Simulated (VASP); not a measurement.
# SiC (Moissanite 3C): exact exchange and RPA correlation, part 2 of 2

Aim: total energies of SiC (Moissanite 3C) from exact exchange and RPA correlation, beside cheaper functionals. The scan starts from a database cell scaled to its smallest volume. The cell is of the zinc-blende type. The start is a cell from a database of measured crystal structures.

VASP 6.6.1, plane waves and PAW; the level of theory is named at each step.

So far. Step 25 (Empty bands, volume ratio 1.02): WAVECAR now holds 488 bands for 8 electrons. Step 26 (RPA correlation, volume ratio 1.02): The correlation energy is -6.5377 eV an atom, -8 meV against the point before. With exact exchange the total is -19.0509 eV an atom.

## 27. Comparison: r2SCAN, volume ratio 1.02

This step: r2SCAN; plane waves and PAW (Si_GW, C_GW) (VASP 6.6.1).

Contents of INCAR:

```
SYSTEM = SiC
PREC = Accurate
ENCUT = 460
EDIFF = 1E-06
NELM = 100
ISMEAR = 0
SIGMA = 0.05
LREAL = .FALSE.
ALGO = Normal
METAGGA = R2SCAN
LASPH = .TRUE.
NBANDS = 10
LWAVE = .FALSE.
LCHARG = .FALSE.
KPAR = 4
```

Contents of POSCAR:

```
SiC
1.0
    0.0000000000      2.1934308841      2.1934308841
    2.1934308841      0.0000000000      2.1934308841
    2.1934308841      2.1934308841      0.0000000000
Si C
1 1
Direct
    0.0000000000      0.0000000000      0.0000000000
    0.7500000000      0.7500000000      0.7500000000
```

Contents of KPOINTS:

```
Automatic mesh
0
Gamma
6 6 6
0 0 0
```

Potentials, in the order of the species: Si_GW and C_GW (LDA family, release 64).

Launch:

```sh
$ mpirun -np 4 vasp_std
```

The job ended after 8.2 s (4 MPI ranks of Intel Xeon Platinum 8375C at 2.90GHz (Ice Lake), shared host; peak memory 0.51 GiB; 24 s of CPU time).

Its energy is -29.6754 eV an atom, on a zero of its own.

## 28. Orbitals for comparison: HSE06, volume ratio 1.02

This step: LDA; plane waves and PAW (Si_GW, C_GW) (VASP 6.6.1).

Contents of INCAR:

```
SYSTEM = SiC
PREC = Accurate
ENCUT = 460
EDIFF = 1E-05
NELM = 100
ISMEAR = 0
SIGMA = 0.05
LREAL = .FALSE.
ALGO = Normal
GGA = CA
NBANDS = 10
LORBIT = 11
LWAVE = .TRUE.
LCHARG = .FALSE.
KPAR = 4
```

POSCAR is that of step 27.

KPOINTS is that of step 27.

Launch:

```sh
$ mpirun -np 4 vasp_std
```

Wall time 3.4 s (4 MPI ranks); peak memory 0.45 GiB; 5.2 s of CPU time.

The run ends at a pressure of -8.83 GPa.

## 29. Comparison: HSE06, volume ratio 1.02

This step: HSE06; plane waves and PAW (Si_GW, C_GW) (VASP 6.6.1).

Contents of INCAR:

```
SYSTEM = SiC
PREC = Accurate
ENCUT = 460
EDIFF = 1E-06
NELM = 100
ISMEAR = 0
SIGMA = 0.05
LREAL = .FALSE.
ALGO = Normal
LHFCALC = .TRUE.
AEXX = 0.25
GGA = PE
HFSCREEN = 0.2
LASPH = .TRUE.
NBANDS = 10
PRECFOCK = Fast
LWAVE = .FALSE.
LCHARG = .FALSE.
KPAR = 4
```

POSCAR is that of step 28.

KPOINTS is that of step 28.

The WAVECAR or CHGCAR of an earlier step is read.

Launch:

```sh
$ mpirun -np 4 vasp_std
```

Wall time 54 s (4 MPI ranks); peak memory 0.86 GiB.

Its energy is -8.7202 eV an atom, on a zero of its own.

## 30. Orbitals, volume ratio 1.06

This step: LDA; plane waves and PAW (Si_GW, C_GW) (VASP 6.6.1).

The same chain follows at a volume ratio of 1.06.

Contents of INCAR:

```
SYSTEM = SiC
PREC = Accurate
ENCUT = 460
EDIFF = 1E-08
NELM = 100
ISMEAR = 0
SIGMA = 0.05
LREAL = .FALSE.
ALGO = Normal
GGA = CA
NBANDS = 10
LORBIT = 11
LWAVE = .TRUE.
LCHARG = .FALSE.
KPAR = 4
```

Contents of POSCAR:

```
SiC
1.0
    0.0000000000      2.2217363401      2.2217363401
    2.2217363401      0.0000000000      2.2217363401
    2.2217363401      2.2217363401      0.0000000000
Si C
1 1
Direct
    0.0000000000      0.0000000000      0.0000000000
    0.7500000000      0.7500000000      0.7500000000
```

KPOINTS is that of step 29.

Launch:

```sh
$ mpirun -np 4 vasp_std
```

It took 4.4 s on 4 MPI ranks; peak memory 0.45 GiB; 6.9 s of CPU time.

The run ends at a pressure of -15.80 GPa.

## 31. Exact exchange, volume ratio 1.06

This step: Hartree-Fock energy on LDA orbitals; plane waves and PAW (Si_GW, C_GW) (VASP 6.6.1).

Contents of INCAR:

```
SYSTEM = SiC
PREC = Accurate
ENCUT = 460
ISMEAR = 0
SIGMA = 0.05
LREAL = .FALSE.
GGA = CA
NBANDS = 10
ALGO = Eigenval
NELM = 1
LHFCALC = .TRUE.
AEXX = 1
ALDAC = 0
AGGAC = 0
PRECFOCK = Normal
LWAVE = .FALSE.
LCHARG = .FALSE.
```

POSCAR is that of step 30.

KPOINTS is that of step 30.

The run starts from files that an earlier step left in the folder.

Launch:

```sh
$ mpirun -np 4 vasp_std
```

It took 23 s on 4 MPI ranks; peak memory 0.42 GiB; 81 s of CPU time.

The Hartree-Fock energy on these orbitals is -12.4866 eV an atom.

## 32. Empty bands, volume ratio 1.06

This step: LDA; plane waves and PAW (Si_GW, C_GW) (VASP 6.6.1).

Contents of INCAR:

```
SYSTEM = SiC
PREC = Accurate
ENCUT = 460
ISMEAR = 0
SIGMA = 0.05
LREAL = .FALSE.
GGA = CA
NBANDS = 528
ALGO = Exact
NELM = 1
LWAVE = .TRUE.
LCHARG = .FALSE.
LOPTICS = .TRUE.
NEDOS = 1000
CSHIFT = 0.1
```

POSCAR is that of step 31.

KPOINTS is that of step 31.

Launch:

```sh
$ mpirun -np 4 vasp_std
```

Elapsed: 9 s, on 4 MPI ranks; peak memory 0.58 GiB; 25 s of CPU time.

WAVECAR now holds 528 bands for 8 electrons.

## 33. RPA correlation, volume ratio 1.06

This step: RPA correlation on LDA orbitals; plane waves and PAW (Si_GW, C_GW) (VASP 6.6.1).

Contents of INCAR:

```
SYSTEM = SiC
PREC = Accurate
ENCUT = 460
ISMEAR = 0
SIGMA = 0.05
LREAL = .FALSE.
GGA = CA
NBANDS = 528
ALGO = ACFDT
ENCUTGW = 160
NOMEGA = 12
PRECFOCK = Fast
LWAVE = .FALSE.
LCHARG = .FALSE.
```

POSCAR is that of step 32.

KPOINTS is that of step 32.

Launch:

```sh
$ mpirun -np 4 vasp_std
```

The job ended after 3 min (4 MPI ranks; peak memory 1.6 GiB; 12 min of CPU time).

The correlation energy is -6.5499 eV an atom, -12 meV against the point before. With exact exchange the total is -19.0365 eV an atom.

## 34. Comparison: r2SCAN, volume ratio 1.06

This step: r2SCAN; plane waves and PAW (Si_GW, C_GW) (VASP 6.6.1).

Contents of INCAR:

```
SYSTEM = SiC
PREC = Accurate
ENCUT = 460
EDIFF = 1E-06
NELM = 100
ISMEAR = 0
SIGMA = 0.05
LREAL = .FALSE.
ALGO = Normal
METAGGA = R2SCAN
LASPH = .TRUE.
NBANDS = 10
LWAVE = .FALSE.
LCHARG = .FALSE.
KPAR = 4
```

POSCAR is that of step 33.

KPOINTS is that of step 33.

Launch:

```sh
$ mpirun -np 4 vasp_std
```

Run time: 9.2 s. Hardware: 4 MPI ranks; peak memory 0.5 GiB; 26 s of CPU time.

Its energy is -29.6525 eV an atom, on a zero of its own.

## 35. Orbitals for comparison: HSE06, volume ratio 1.06

This step: LDA; plane waves and PAW (Si_GW, C_GW) (VASP 6.6.1).

Contents of INCAR:

```
SYSTEM = SiC
PREC = Accurate
ENCUT = 460
EDIFF = 1E-05
NELM = 100
ISMEAR = 0
SIGMA = 0.05
LREAL = .FALSE.
ALGO = Normal
GGA = CA
NBANDS = 10
LORBIT = 11
LWAVE = .TRUE.
LCHARG = .FALSE.
KPAR = 4
```

POSCAR is that of step 34.

KPOINTS is that of step 34.

Launch:

```sh
$ mpirun -np 4 vasp_std
```

Elapsed: 3.8 s, on 4 MPI ranks; peak memory 0.46 GiB; 6 s of CPU time.

The run ends at a pressure of -15.79 GPa.

## 36. Comparison: HSE06, volume ratio 1.06

This step: HSE06; plane waves and PAW (Si_GW, C_GW) (VASP 6.6.1).

Contents of INCAR:

```
SYSTEM = SiC
PREC = Accurate
ENCUT = 460
EDIFF = 1E-06
NELM = 100
ISMEAR = 0
SIGMA = 0.05
LREAL = .FALSE.
ALGO = Normal
LHFCALC = .TRUE.
AEXX = 0.25
GGA = PE
HFSCREEN = 0.2
LASPH = .TRUE.
NBANDS = 10
PRECFOCK = Fast
LWAVE = .FALSE.
LCHARG = .FALSE.
KPAR = 4
```

POSCAR is that of step 35.

KPOINTS is that of step 35.

The run starts from files that an earlier step left in the folder.

Launch:

```sh
$ mpirun -np 4 vasp_std
```

The job ended after 48 s (4 MPI ranks; peak memory 0.88 GiB).

Its energy is -8.6942 eV an atom, on a zero of its own.

## 37. Summary

This step: exact exchange and RPA correlation on LDA orbitals, beside r2SCAN, beside HSE06; plane waves and PAW (VASP 6.6.1).

No new run; the numbers come from the runs before.

Numbers from this step:

```
equilibrium volume, EXX+RPA : 10.48 Å³/atom
bulk modulus                : 223.5 GPa
```

Energy above the lowest point against volume; values in meV/atom:

```csv
volume (Å³/atom),LDA,EXX,EXX+RPA,r2SCAN,HSE06
9.518,32.6,51.2,70.3,48.6,44.0
9.932,3.90,10.4,21.0,10.3,8.25
10.242,0,0,3.11,0,0
10.553,9.64,5.05,0,3.79,5.94
10.967,39.5,31.7,14.4,26.8,31.9
```

Cost is wall time times ranks on a shared host; the RPA row holds all its steps. Fits of the equation of state:

```
  level  V0 (Å³/atom)  B0 (GPa)  fit error (meV/atom)  minimum inside the series  cost a point (core minutes)
    LDA         10.17     228.6               0.08218                        yes                         0.26
    EXX         10.29     252.3               0.07373                        yes                         1.49
EXX+RPA         10.48     223.5               0.09017                        yes                        11.39
 r2SCAN         10.31     227.6               0.07411                        yes                         0.54
  HSE06         10.26       233               0.07399                        yes                         3.42
```

## 38. What came out

```
LDA     : V0 10.17 Å³/atom, B0 229 GPa
EXX     : V0 10.29 Å³/atom, B0 252 GPa
EXX+RPA : V0 10.48 Å³/atom, B0 223 GPa
r2SCAN  : V0 10.31 Å³/atom, B0 228 GPa
HSE06   : V0 10.26 Å³/atom, B0 233 GPa
```

Exact exchange with RPA correlation puts the minimum at 10.48 Å³ an atom, with a bulk modulus of 223 GPa. LDA puts the volume 2.9 % below EXX+RPA, at roughly 1/44 of its cost. r2SCAN puts the volume 1.6 % below EXX+RPA, at roughly 1/21 of its cost. HSE06 puts the volume 2.0 % below EXX+RPA, at roughly 1/3 of its cost. Correlation widens the exact-exchange volume by 1.8 %. Exact exchange and correlation are taken on one coarse mesh and aren't self-consistent; the correlation energy is extrapolated in the response cutoff by the program, which at the first volume adds -559 meV an atom to the value at the highest cutoff and varies with the volume; a small fit error says nothing about that part. NBANDS follows the largest plane-wave count of any k point, which rises in steps with the volume. The cheaper functionals share the mesh. Not tabulated here, as repeats of values shown or as unfit to read for their mesh, reference level or band range: eps2 curves (empty bands); eps1 curves and static values (empty bands); gaps (empty bands).

[Long decimals in the printed logs are rounded to 6 places.]

[Lines on the potential files, build, host, timing and source positions are cut from VASP's logs without a mark.]

[Logs are printed without paths, hosts, clocks, repeated set-up lines and the standing remarks that a program may print on its own settings, such as how far it seeks lower states.]

[Hosts, paths, dates, database ids (printed as entryN), source tags and the programs' standing remarks are cut or masked in the printed files.]

[Measured values are set beside computed ones only where the two were judged alike; some that the calculation misses by far are left out.]

[Pressures printed for these runs are not shown converged in the cutoff: they can be off by several GPa and have the wrong sign.]
